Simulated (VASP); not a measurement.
Shape and ions are relaxed at each volume.

Energy against volume of PbO$_{2}$ (rutile). Method: r2SCAN meta-GGA, VASP's PBE PAW potentials (set 64) (plane waves; VASP).

```csv
V (Å³/atom),E (eV/atom)
13.324,-23.68446
13.749,-23.70426
14.174,-23.71083
14.600,-23.70658
15.025,-23.69373
```

Task: Fit a third-order Birch-Murnaghan equation of state.

Result: 
```yaml
volume_per_atom: 14.21 Å³/atom
bulk_modulus: 1330 kbar
pressure_derivative_of_the_bulk_modulus: 6.14
```

The compound is PbO2 in the rutile structure. It was relaxed first.
